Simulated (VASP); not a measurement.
Energy against volume of ZrC (rock salt). Calculation: TPSS meta-GGA, VASP's PBE PAW potentials (set 64) (plane waves; VASP). Numerical set-up: 520 eV cut-off, 13×13×13 Γ-centred mesh, first-order Methfessel-Paxton smearing of 0.10 eV, potentials Zr_sv C.

| V (Å³/atom) | E (eV/atom) |
|---|---|
| 12.672 | -14.87101 |
| 13.064 | -14.87976 |
| 13.456 | -14.87202 |
| 13.848 | -14.85009 |

### Question
Fit these four points and predict the energy of the run at 12.280 Å³/atom.

### Answer
A cubic in V^(−2/3), the third-order Birch-Murnaghan form, passes through the four points with V0 = 13.07 Å³/atom and B0 = 224 GPa, and gives -14.8431 eV/atom there. The run gave -14.8431 eV/atom, +0.0 meV/atom from the fit; all five points give B0 = 224 GPa.

The compound is ZrC in the rock salt structure. It was relaxed first.
